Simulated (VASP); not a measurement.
Method: SCAN meta-GGA, VASP's PBE PAW potentials (set 64) (plane waves; VASP).

VASP input:

KPOINTS:
```
Automatic mesh
0
gamma
  13 13 13
```

### POSCAR
```
C
1
    0.0000000000     1.7953148325     1.7953148325
    1.7953148325     0.0000000000     1.7953148325
    1.7953148325     1.7953148325     0.0000000000
C
2
Direct
  0.0000000000   0.0000000000   0.0000000000
  0.2500000000   0.2500000000   0.2500000000
```

**INCAR**
```
SYSTEM = C
PREC = Accurate; ENCUT = 520; LREAL = F
LASPH = T
EDIFF = 1E-7; NELM = 100; ALGO = Normal
LMIXTAU = T
ISMEAR = 0; SIGMA = 0.05
METAGGA = SCAN
ISIF = 2
LWAVE = F; LCHARG = F
```

POTCAR, in this order: C (PBE.64 set). Program: vasp_std.

The resulting files:

### OSZICAR
```
       N       E                     dE             d eps       ncg     rms          rms(c)
DAV:   1    -0.349906588939E+01   -0.34991E+01   -0.53210E+03  1392   0.102E+03
DAV:   2    -0.223028855314E+02   -0.18804E+02   -0.17673E+02  2144   0.113E+02
DAV:   3    -0.224206298400E+02   -0.11774E+00   -0.11774E+00  1456   0.116E+01
DAV:   4    -0.224207743031E+02   -0.14446E-03   -0.14446E-03  1888   0.438E-01
DAV:   5    -0.224207743581E+02   -0.55033E-07   -0.55029E-07  1424   0.577E-03    0.516E+00
DAV:   6    -0.200653995536E+02    0.23554E+01   -0.34654E-01  1464   0.728E+00    0.397E+00
DAV:   7    -0.220013910920E+02   -0.19360E+01   -0.12017E+00  1720   0.101E+01    0.823E-01
DAV:   8    -0.198945167276E+02    0.21069E+01   -0.45961E-01  1400   0.716E+00    0.790E-01
DAV:   9    -0.199636967332E+02   -0.69180E-01   -0.12070E-01  1344   0.606E+00    0.184E-01
DAV:  10    -0.199923937437E+02   -0.28697E-01   -0.23972E-02  1384   0.217E+00    0.177E-01
DAV:  11    -0.199945052183E+02   -0.21115E-02   -0.17271E-02  1376   0.204E+00    0.600E-02
DAV:  12    -0.199954051637E+02   -0.89995E-03   -0.70115E-04  1368   0.454E-01    0.384E-02
DAV:  13    -0.199956248402E+02   -0.21968E-03   -0.56003E-04  1368   0.367E-01    0.111E-02
DAV:  14    -0.199956739502E+02   -0.49110E-04   -0.49832E-05  1392   0.112E-01    0.363E-03
DAV:  15    -0.199956704238E+02    0.35264E-05   -0.49113E-06  1360   0.333E-02    0.218E-03
DAV:  16    -0.199956797555E+02   -0.93317E-05   -0.50655E-07  1528   0.109E-02    0.112E-03
DAV:  17    -0.199956771724E+02    0.25830E-05   -0.74730E-08   800   0.473E-03    0.488E-04
DAV:  18    -0.199956779182E+02   -0.74578E-06   -0.10806E-08   672   0.160E-03    0.287E-04
DAV:  19    -0.199956779502E+02   -0.32000E-07   -0.14330E-09   672   0.555E-04
   1 F= -.19995678E+02 E0= -.19995678E+02  d E =-.860312E-12
```

File OUTCAR:
```
------------------------ aborting loop because EDIFF is reached ----------------------------------------
  FORCE on cell =-STRESS in cart. coord.  units (eV):
  Direction    XX          YY          ZZ          XY          YZ          ZX
  --------------------------------------------------------------------------------------
  Total       -0.9224247     -0.9224247     -0.9224247     -0.0000000      0.0000000      0.0000000
  in kB     -127.6996355   -127.6996355   -127.6996355     -0.0000000      0.0000000      0.0000000
  external PRESSURE =    -127.6996355 kB  Pullay stress =       0.0000000 kB
  volume of cell :       11.57
      direct lattice vectors                 reciprocal lattice vectors
     0.000000000  1.795314832  1.795314832    -0.278502684  0.278502684  0.278502684
     1.795314832  0.000000000  1.795314832     0.278502684 -0.278502684  0.278502684
     1.795314832  1.795314832  0.000000000     0.278502684  0.278502684 -0.278502684
 POSITION                                       TOTAL-FORCE (eV/Angst)
 -----------------------------------------------------------------------------------
      0.00000      0.00000      0.00000        -0.000000     -0.000000     -0.000000
      0.89766      0.89766      0.89766         0.000000      0.000000      0.000000
 -----------------------------------------------------------------------------------
    total drift:                                0.000000      0.000000      0.000000
  FREE ENERGIE OF THE ION-ELECTRON SYSTEM (eV)
  ---------------------------------------------------
  free  energy   TOTEN  =       -19.9956779502 eV

  energy  without entropy=      -19.9956779502  energy(sigma->0) =      -19.99567795
```
(Selected blocks of OUTCAR.)

The compound is C in the diamond structure. This cell is one point of a volume scan, at 1.03 of the reference volume.
